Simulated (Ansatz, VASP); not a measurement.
# Cross-check of Ga4Cu9 (Ga4Cu9 (P-43m)) between VASP and Ansatz

One calculation is typed for both programs; each brings its own data sets. How far apart do they land? Of the first pair: The structure shown is the start of the Ansatz relaxation below; VASP solves that cell, so the two are compared at the walk's first step.

Method: plane waves, with VASP 6.6.1 beside it; single point at PBEsol, in Ansatz 0.2.0.

### Step 1. Set-up

The cell holds 52 atoms: 16 Ga and 36 Cu. Cell: a = 8.649 Å, b = 8.649 Å, c = 8.649 Å, α = 90.0°, β = 90.0°, γ = 90.0°.

### Step 2. Ansatz: relaxation, PBEsol

Ansatz runs on its default PAW (the set named soft_2) files.

The two programs are compared at the cell with which this relaxation starts, whose forces are those of its first step.

Input file input.yaml:

```yaml
crystal:
  lattice:
    - [8.6492445, 0.0, 0.0]
    - [0.0, 8.6492445, 0.0]
    - [0.0, 0.0, 8.6492445]
  atoms:
    - { symbol: Ga, position: [0.8768642, 0.8768642, 0.1231358] }
    - { symbol: Ga, position: [0.8768642, 0.1231358, 0.8768642] }
    - { symbol: Ga, position: [0.1231358, 0.8768642, 0.8768642] }
    - { symbol: Ga, position: [0.1231358, 0.1231358, 0.1231358] }
    - { symbol: Ga, position: [0.46661372, 0.19077707, 0.80922293] }
    - { symbol: Ga, position: [0.19077707, 0.19077707, 0.53338628] }
    - { symbol: Ga, position: [0.19077707, 0.46661372, 0.80922293] }
    - { symbol: Ga, position: [0.46661372, 0.80922293, 0.19077707] }
    - { symbol: Ga, position: [0.19077707, 0.80922293, 0.46661372] }
    - { symbol: Ga, position: [0.19077707, 0.53338628, 0.19077707] }
    - { symbol: Ga, position: [0.53338628, 0.19077707, 0.19077707] }
    - { symbol: Ga, position: [0.80922293, 0.19077707, 0.46661372] }
    - { symbol: Ga, position: [0.80922293, 0.46661372, 0.19077707] }
    - { symbol: Ga, position: [0.53338628, 0.80922293, 0.80922293] }
    - { symbol: Ga, position: [0.80922293, 0.80922293, 0.53338628] }
    - { symbol: Ga, position: [0.80922293, 0.53338628, 0.80922293] }
    - { symbol: Cu, position: [0.17064767, 0.17064767, 0.82935233] }
    - { symbol: Cu, position: [0.17064767, 0.82935233, 0.17064767] }
    - { symbol: Cu, position: [0.82935233, 0.17064767, 0.17064767] }
    - { symbol: Cu, position: [0.82935233, 0.82935233, 0.82935233] }
    - { symbol: Cu, position: [0.39544165, 0.39544165, 0.60455835] }
    - { symbol: Cu, position: [0.39544165, 0.60455835, 0.39544165] }
    - { symbol: Cu, position: [0.60455835, 0.39544165, 0.39544165] }
    - { symbol: Cu, position: [0.60455835, 0.60455835, 0.60455835] }
    - { symbol: Cu, position: [0.67337139, 0.67337139, 0.32662861] }
    - { symbol: Cu, position: [0.67337139, 0.32662861, 0.67337139] }
    - { symbol: Cu, position: [0.32662861, 0.67337139, 0.67337139] }
    - { symbol: Cu, position: [0.32662861, 0.32662861, 0.32662861] }
    - { symbol: Cu, position: [0.0, 0.0, 0.35492167] }
    - { symbol: Cu, position: [0.0, 0.64507833, 0.0] }
    - { symbol: Cu, position: [0.64507833, 0.0, 0.0] }
    - { symbol: Cu, position: [0.0, 0.0, 0.64507833] }
    - { symbol: Cu, position: [0.0, 0.35492167, 0.0] }
    - { symbol: Cu, position: [0.35492167, 0.0, 0.0] }
    - { symbol: Cu, position: [0.5, 0.5, 0.85456581] }
    - { symbol: Cu, position: [0.5, 0.14543419, 0.5] }
    - { symbol: Cu, position: [0.14543419, 0.5, 0.5] }
    - { symbol: Cu, position: [0.5, 0.5, 0.14543419] }
    - { symbol: Cu, position: [0.5, 0.85456581, 0.5] }
    - { symbol: Cu, position: [0.85456581, 0.5, 0.5] }
    - { symbol: Cu, position: [0.97102776, 0.68295394, 0.31704606] }
    - { symbol: Cu, position: [0.68295394, 0.68295394, 0.02897224] }
    - { symbol: Cu, position: [0.68295394, 0.97102776, 0.31704606] }
    - { symbol: Cu, position: [0.97102776, 0.31704606, 0.68295394] }
    - { symbol: Cu, position: [0.68295394, 0.31704606, 0.97102776] }
    - { symbol: Cu, position: [0.68295394, 0.02897224, 0.68295394] }
    - { symbol: Cu, position: [0.02897224, 0.68295394, 0.68295394] }
    - { symbol: Cu, position: [0.31704606, 0.68295394, 0.97102776] }
    - { symbol: Cu, position: [0.31704606, 0.97102776, 0.68295394] }
    - { symbol: Cu, position: [0.02897224, 0.31704606, 0.31704606] }
    - { symbol: Cu, position: [0.31704606, 0.31704606, 0.02897224] }
    - { symbol: Cu, position: [0.31704606, 0.02897224, 0.31704606] }
basis:
  ecutwfc: 420
  xc_grid: 2
hamiltonian:
  xc: pbesol
kpoints:
  mp_grid: { grid: [5, 5, 5] }
scf:
  occupations: { method: fermi_dirac, width: 0.05 }
  max_iter: 150
output:
  forces: true
  stress: true
relax:
  f_tol: 0.01
  max_steps: 60
  cell: {}
checkpoint:
  write: "../pbesol.run"
  compress: false
  write_wavefunctions: false
  write_every: 100000
```

Command:

```bash
> ansatz run input.yaml --threads 8 --pin off --max-ram 13189MiB --backend cpu --events-out ev --progress --plain --runs-dir out
```

Numbers of over 12 decimals in the logs are rounded to 6 here.

Output:

```text
Engine: ansatz 0.2.0, x86_64-unknown-linux-gnu
Pseudopotentials: kind: paw
Pseudopotential: Ga, paw, valence charge 13, recommended cutoff 420 eV (normal), Ga.paw.azcp
Pseudopotential: Cu, paw, valence charge 19, recommended cutoff 420 eV (normal), Cu.paw.azcp
Functional definition: PBEsol
  exchange = pbesol_x
  correlation = pbesol_c
Crystal: 52 atoms, lattice volume = 647.045 Å³
Basis set: ecut = 420 eV, 12557 PW (Γ), exchange–correlation on 120×120×120 points (8 copies of the dense FFT grid, shifted against one another)
Bands: 536, of which v1, the nominal top of the filled ones, is band 446 counted from 1 (445 counted from 0)
Symmetry: 24 space group operations
Space group: P-43m (ITA 215), of the structure as read, at distance tolerance 8.6e-5 Å
k-points: 10 of 125 (time reversal used)
Non-local potential: Ga, projectors of the file, l = 0: 2, l = 1: 2, l = 2: 3, l = 3: 1
Non-local potential: Cu, projectors of the file, l = 0: 3, l = 1: 2, l = 2: 3, l = 3: 1
PAW form: soft (Blöchl's): semilocal exchange-correlation on the pseudo side does not see the compensation charge
PAW frozen core: Ga, regenerated for the run's functional, and the local potential with it (the file was generated under x = pbe(κ = 0.804, μ = 0.219515), c = pbe(β = 0.066725))
PAW frozen core: Cu, regenerated for the run's functional, and the local potential with it (the file was generated under x = pbe(κ = 0.804, μ = 0.219515), c = pbe(β = 0.066725))
PAW one-centre angular grid: Ga, 590 points (default); XC on 64 Gauss nodes
PAW one-centre angular grid: Cu, 590 points (default); XC on 64 Gauss nodes
Initial density: superposition of atomic densities (neutral atoms: chi_scale 0, normalization atom), corrected by the library's trained network
Initial wavefunctions: pseudopotential atomic-orbital guess
Functional: x = pbesol(κ = 0.804, μ = 0.123457), c = pbesol(β = 0.046)
SCF iter   1: F=—  HF=-297094.468705 eV  |F-HF|=—  |Δ(HF+E_count)|=         —  Δρ=1.71e-2  dr2=1.09e0  ethr=1.77e-3  ⟨swp⟩=4.9  Hψ=16838  notcnv=0  defer=622
preconditioner: auto → Kerker (q_TF=auto, 2.878 Å⁻¹)  [metal: Δε(μ)=0.050 eV  Ē_g=12.395 eV  σ=0.050 eV  W_gap=0.24  n_scr=250 (ndim 8)  ℏωp=35.9 eV  f_vac=0.000  D(μ)=10.50/eV (n_scr^D=56)]
SCF iter   2: F=—  HF=-297094.257032 eV  |F-HF|=—  |Δ(HF+E_count)|=   2.12e-1  Δρ=1.87e-3  dr2=4.46e-2  ethr=1.22e-4  ⟨swp⟩=2.0  Hψ=8266  notcnv=0  defer=741
SCF iter   3: F=—  HF=-297094.243273 eV  |F-HF|=—  |Δ(HF+E_count)|=   1.38e-2  Δρ=2.13e-3  dr2=3.95e-2  ethr=5.00e-6  ⟨swp⟩=2.4  Hψ=8038  notcnv=0  defer=741
SCF iter   4: F=—  HF=-297094.234934 eV  |F-HF|=—  |Δ(HF+E_count)|=   8.34e-3  Δρ=3.72e-4  dr2=4.88e-3  ethr=4.43e-6  ⟨swp⟩=2.0  Hψ=6516  notcnv=0  defer=741
SCF iter   5: F=—  HF=-297094.235055 eV  |F-HF|=—  |Δ(HF+E_count)|=   1.22e-4  Δρ=2.96e-4  dr2=7.53e-4  ethr=5.47e-7  ⟨swp⟩=2.0  Hψ=6670  notcnv=0  defer=741
SCF iter   6: F=—  HF=-297094.234984 eV  |F-HF|=—  |Δ(HF+E_count)|=   7.07e-5  Δρ=1.65e-4  dr2=3.73e-4  ethr=8.44e-8  ⟨swp⟩=2.0  Hψ=8976  notcnv=0  defer=741
SCF iter   7: F=—  HF=-297094.234954 eV  |F-HF|=—  |Δ(HF+E_count)|=   3.04e-5  Δρ=3.76e-5  dr2=2.66e-5  ethr=4.18e-8  ⟨swp⟩=2.1  Hψ=7039  notcnv=0  defer=741
SCF iter   8: F=—  HF=-297094.234457 eV  |F-HF|=—  |Δ(HF+E_count)|=   4.97e-4  Δρ=1.50e-5  dr2=2.51e-6  ethr=2.99e-9  ⟨swp⟩=2.0  Hψ=6675  notcnv=0  defer=741
SCF iter   9: F=—  HF=-297094.234457 eV  |F-HF|=—  |Δ(HF+E_count)|=   1.08e-7  Δρ=1.27e-5  dr2=6.53e-7  ethr=2.81e-10  ⟨swp⟩=2.0  Hψ=7775  notcnv=0  defer=741
SCF iter  10: F=—  HF=-297094.234456 eV  |F-HF|=—  |Δ(HF+E_count)|=   2.35e-7  Δρ=3.28e-6  dr2=1.17e-7  ethr=7.32e-11  ⟨swp⟩=2.0  Hψ=8651  notcnv=0  defer=741
SCF iter  11: F=-297094.234456 eV  HF=-297094.234456 eV  |F-HF|=3.04e-8  |Δ(HF+E_count)|=   1.96e-8  Δρ=2.01e-6  dr2=2.40e-8  ethr=1.12e-11  ⟨swp⟩=4.0  Hψ=14913  notcnv=0
SCF 1 converged in 11 iterations: F = -297094.234456 eV  dr2 = 2.40e-8
  greatest PAW one-centre occupation: 1.000 electrons in one spin orbital (limit 2), on the Cu atom at site 23 (counted from 0), in its partial waves of l = 0
relax step   1: F+E_penalty+E_count = -297094.23445634 eV  Δ(F+E_penalty+E_count) = +0.000e0 eV  max|allowed force component| = 9.739e-2 eV/Å  Δτ_max = 0.0000 Å  P = -1.334 GPa  Ω = 647.045 Å³  (11 SCF iters, dr2 threshold 1.00e-7 eV, accepted)
Crystal: 52 atoms, lattice volume = 643.205 Å³
Initial density: handed on by an earlier stage of this run
Initial wavefunctions: those handed on with the density
iter 1 solved again at ethr=2.73e-6 eV; its pass at ethr=3.10e-3 eV (dr2=2.43e-2 eV) is discarded
SCF iter   1: F=—  HF=-297094.268691 eV  |F-HF|=—  |Δ(HF+E_count)|=         —  Δρ=2.29e-3  dr2=2.34e-2  ethr=2.73e-6  ⟨swp⟩=2.0  Hψ=21880  notcnv=0
[...]
SCF converged after 6 iterations
Free energy (F): -297094.268719 eV
Harris-Foulkes:  -297094.268719 eV  (|F-HF|=8.15e-10)
Internal energy: -297094.185969 eV  (E = F + TS)
E sigma→0 (E₀):  -297094.227344 eV
Entropy (-TS):   -0.082750 eV (-1.591 meV/atom)
Fermi energy:    16.199065 eV
--- Per-component energies (eV) ---
  E_band       = -12943.499419
  E_kinetic    = 12693.047188
  E_local      = -178356.061828  (includes V_loc(G=0)·N_el)
  E_nonlocal   = 20907.329323
  E_hartree    = 79844.478781
  E_xc         = -4330.607197
  E_vxc        = -5123.053433  (∫ρ·V_xc dr)
  E_paw        = -89735.916207  (= ΣΔE_a)
  E_vpaw       = -22753.720868  (= ΣTr[D̂ρ^β])
  E_aug_tail   = 0.007203  (compensation charges beyond the density's cutoff)
  E_ewald      = -138137.694156
  E_core_change = 21.230924  (= ΣΔE_core)
  E_smearing   = -0.082750  (= −TS)
  E_closure    = 0.000000  (closes the sum)
  Σ components = -297094.268719   (vs F -297094.268719, Δ=0.00e0)
--- Forces (eV/Å), atoms counted from 1 ---
  atom   1  Ga     0.00128327     0.00128327    -0.00128327
  atom   2  Ga     0.00128327    -0.00128327     0.00128327
  atom   3  Ga    -0.00128327     0.00128327     0.00128327
  atom   4  Ga    -0.00128327    -0.00128327    -0.00128327
  atom   5  Ga    -0.00095572    -0.00029153     0.00029153
  atom   6  Ga    -0.00029153    -0.00029153     0.00095572
  atom   7  Ga    -0.00029153    -0.00095572     0.00029153
  atom   8  Ga    -0.00095572     0.00029153    -0.00029153
  atom   9  Ga    -0.00029153     0.00029153    -0.00095572
  atom  10  Ga    -0.00029153     0.00095572    -0.00029153
  atom  11  Ga     0.00095572    -0.00029153    -0.00029153
  atom  12  Ga     0.00029153    -0.00029153    -0.00095572
  atom  13  Ga     0.00029153    -0.00095572    -0.00029153
  atom  14  Ga     0.00095572     0.00029153     0.00029153
  atom  15  Ga     0.00029153     0.00029153     0.00095572
  atom  16  Ga     0.00029153     0.00095572     0.00029153
  atom  17  Cu    -0.00067744    -0.00067744     0.00067744
  atom  18  Cu    -0.00067744     0.00067744    -0.00067744
  atom  19  Cu     0.00067744    -0.00067744    -0.00067744
  atom  20  Cu     0.00067744     0.00067744     0.00067744
  atom  21  Cu    -0.00177857    -0.00177857     0.00177857
  atom  22  Cu    -0.00177857     0.00177857    -0.00177857
  atom  23  Cu     0.00177857    -0.00177857    -0.00177857
  atom  24  Cu     0.00177857     0.00177857     0.00177857
[...]
atom  45  Cu     0.00044346    -0.00044346     0.00018063
  atom  46  Cu     0.00044346    -0.00018063     0.00044346
  atom  47  Cu    -0.00018063     0.00044346     0.00044346
  atom  48  Cu    -0.00044346     0.00044346     0.00018063
  atom  49  Cu    -0.00044346     0.00018063     0.00044346
  atom  50  Cu    -0.00018063    -0.00044346    -0.00044346
  atom  51  Cu    -0.00044346    -0.00044346    -0.00018063
  atom  52  Cu    -0.00044346    -0.00018063    -0.00044346
  max |Σ_I F_I| component: 1.45e-17 eV/Å
--- Stress (GPa, compression-positive) ---
        0.003096      -0.000000       0.000000
       -0.000000       0.003096      -0.000000
        0.000000      -0.000000       0.003096
  P = ⅓ Tr σ = 0.0031 GPa (0.031 kbar)
--- Relaxed structure (4 steps of the walk, 4 accepted, 1 SCFs on fresh bases) ---
  F+E_penalty+E_count = -297094.26871935 eV   max|allowed force component| = 2.236e-3 eV/Å   (the final SCF, on the basis selected at the relaxed cell)
  cell:  # Å, volume = 640.9181 Å³
    - [8.621858, 0, 0]
    - [0, 8.621858, 0]
    - [0, 0, 8.621858]
  atoms:
    - { symbol: Ga, position: [0.875949, 0.875949, 0.124051] }
    - { symbol: Ga, position: [0.875949, 0.124051, 0.875949] }
    - { symbol: Ga, position: [0.124051, 0.875949, 0.875949] }
    - { symbol: Ga, position: [0.124051, 0.124051, 0.124051] }
    - { symbol: Ga, position: [0.465959, 0.190933, 0.809067] }
    - { symbol: Ga, position: [0.190933, 0.190933, 0.534041] }
    - { symbol: Ga, position: [0.190933, 0.465959, 0.809067] }
    - { symbol: Ga, position: [0.465959, 0.809067, 0.190933] }
    - { symbol: Ga, position: [0.190933, 0.809067, 0.465959] }
    - { symbol: Ga, position: [0.190933, 0.534041, 0.190933] }
    - { symbol: Ga, position: [0.534041, 0.190933, 0.190933] }
    - { symbol: Ga, position: [0.809067, 0.190933, 0.465959] }
    - { symbol: Ga, position: [0.809067, 0.465959, 0.190933] }
    - { symbol: Ga, position: [0.534041, 0.809067, 0.809067] }
    - { symbol: Ga, position: [0.809067, 0.809067, 0.534041] }
    - { symbol: Ga, position: [0.809067, 0.534041, 0.809067] }
    - { symbol: Cu, position: [0.169533, 0.169533, 0.830467] }
    - { symbol: Cu, position: [0.169533, 0.830467, 0.169533] }
    - { symbol: Cu, position: [0.830467, 0.169533, 0.169533] }
    - { symbol: Cu, position: [0.830467, 0.830467, 0.830467] }
    - { symbol: Cu, position: [0.395224, 0.395224, 0.604776] }
    - { symbol: Cu, position: [0.395224, 0.604776, 0.395224] }
    - { symbol: Cu, position: [0.604776, 0.395224, 0.395224] }
    - { symbol: Cu, position: [0.604776, 0.604776, 0.604776] }
    - { symbol: Cu, position: [0.674240, 0.674240, 0.325760] }
    - { symbol: Cu, position: [0.674240, 0.325760, 0.674240] }
    - { symbol: Cu, position: [0.325760, 0.674240, 0.674240] }
    - { symbol: Cu, position: [0.325760, 0.325760, 0.325760] }
    - { symbol: Cu, position: [0, 0, 0.355618] }
    - { symbol: Cu, position: [0, 0.644382, 0] }
    - { symbol: Cu, position: [0.644382, 0, 0] }
    - { symbol: Cu, position: [0, 0, 0.644382] }
    - { symbol: Cu, position: [0, 0.355618, 0] }
    - { symbol: Cu, position: [0.355618, 0, 0] }
    - { symbol: Cu, position: [0.500000, 0.500000, 0.855437] }
    - { symbol: Cu, position: [0.500000, 0.144563, 0.500000] }
    - { symbol: Cu, position: [0.144563, 0.500000, 0.500000] }
    - { symbol: Cu, position: [0.500000, 0.500000, 0.144563] }
    - { symbol: Cu, position: [0.500000, 0.855437, 0.500000] }
    - { symbol: Cu, position: [0.855437, 0.500000, 0.500000] }
[...]
- { symbol: Cu, position: [0.682610, 0.317390, 0.970857] }
    - { symbol: Cu, position: [0.682610, 0.029143, 0.682610] }
    - { symbol: Cu, position: [0.029143, 0.682610, 0.682610] }
    - { symbol: Cu, position: [0.317390, 0.682610, 0.970857] }
    - { symbol: Cu, position: [0.317390, 0.970857, 0.682610] }
    - { symbol: Cu, position: [0.029143, 0.317390, 0.317390] }
    - { symbol: Cu, position: [0.317390, 0.317390, 0.029143] }
    - { symbol: Cu, position: [0.317390, 0.029143, 0.317390] }
```

The column dr2 measures how far the density is from self-consistency, as an energy; F and HF (Harris–Foulkes) agree once it is small.

[end of part 1 of 3]

[Lines on the potential files, build, host, timing and source positions are cut from VASP's logs without a mark.]

[Logs are printed without paths, hosts, clocks, repeated set-up lines and the standing remarks that a program may print on its own settings, such as how far it seeks lower states.]

[Hosts, paths, dates, database ids (printed as entryN), source tags and the programs' standing remarks are cut or masked in the printed files.]
